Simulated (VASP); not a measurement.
Given:

```xyz
2
Lattice="0.0000 3.0348 3.0348 3.0348 0.0000 3.0348 3.0348 3.0348 0.0000" Properties=species:S:1:pos:R:3 pbc="T T T"
Sc     0.0000     0.0000     0.0000
Si     3.0348     3.0348     3.0348
```

Calculation: r2SCAN meta-GGA, VASP's PBE PAW potentials (set 64) (plane waves; VASP). Settings: 400 eV cut-off, 9×9×9 Γ-centred mesh, first-order Methfessel-Paxton smearing of 0.10 eV, potentials Sc_sv Si.

Energy and stress use the plane-wave basis of the starting cell.

Q: The ions, cell shape and volume are relaxed. Predict the relaxed structure.

A: 
```xyz
2
Lattice="0.0000 2.7365 2.7365 2.7365 0.0000 2.7365 2.7365 2.7365 0.0000" Properties=species:S:1:pos:R:3 pbc="T T T"
Sc     2.7365     2.7365     0.0000
Si     2.7365     2.7365     2.7365
```
Space group Fm-3m (225), at a tolerance of 0.03 Å.

Q: How do energy and volume change from the first to the last step?

A: The energy (σ→0) changes by -398.3 meV/atom and the volume by -26.7 %, in 15 ionic steps.

The structure was generated: ScSi was put into the rock salt type (Fm-3m), which need not be its known phase. This run relaxes it. Symmetry was kept, so distortions that lower it aren't found. The electron count is odd and the run is not spin-polarised, which forces a metal.
